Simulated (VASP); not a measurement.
Given:

```yaml
crystal:
  lattice:
    - [1.87800, -3.25280, 0.00000]
    - [1.87800, 3.25280, 0.00000]
    - [0.00000, 0.00000, 4.89514]
  atoms:
    - { symbol: Pt, position: [0.00000, 0.00000, 0.00000] }
    - { symbol: Se, position: [0.33333, 0.66667, 0.25983] }
    - { symbol: Se, position: [0.66667, 0.33333, 0.74017] }
```

Calculation: PBEsol GGA, VASP's PBE PAW potentials (set 64) (plane waves; VASP 6.6.1). Settings: 480 eV cut-off, 10×10×6 Γ-centred mesh, first-order Methfessel-Paxton smearing of 0.10 eV, potentials Pt Se.

Without a dispersion term in the relaxation, distances and binding between the weakly bound layers, chains or molecules are unreliable, and so is what depends on them.

Each row applies one change to this cell, which was relaxed at other settings and keeps the small stress of the first row; at a fixed cut-off the stress holds a Pulay part, so it need not integrate to ΔE exactly. Stress is in GPa, positive when the cell is compressed.

```csv
change,ΔE (meV/atom),σxx,σyy,σzz,"largest shear component, with its sign (GPa)",largest force (eV/Å)
none,0.0,0.13,0.13,-0.20,0.00,0.007
biaxial strain of +2.0 % in the xy plane,15.5,-6.09,-6.09,-3.53,0.00,0.379
biaxial strain of +1.0 % in the xy plane with the ions relaxed,2.5,-2.27,-2.27,-0.87,0.00,0.004
isotropic strain of -1.0 %,7.9,4.92,4.92,3.07,0.00,0.345
atom 2 (Se) moved by 0.025 Å along z,1.1,-0.54,-0.54,-1.03,0.00,0.245
atom 3 (Se) moved by 0.150 Å along y,24.8,2.20,-0.33,0.46,2.77,0.986
isotropic strain of -3.0 %,75.5,17.00,17.00,11.25,0.00,1.182
biaxial strain of +1.5 % in the xz plane,7.3,-4.58,-2.58,-3.09,-0.54,0.336
```

Failed runs are left out, and for metals the shear rows, which the mesh's noise covers.

The compound is PtSe2 in the 1T layered structure.
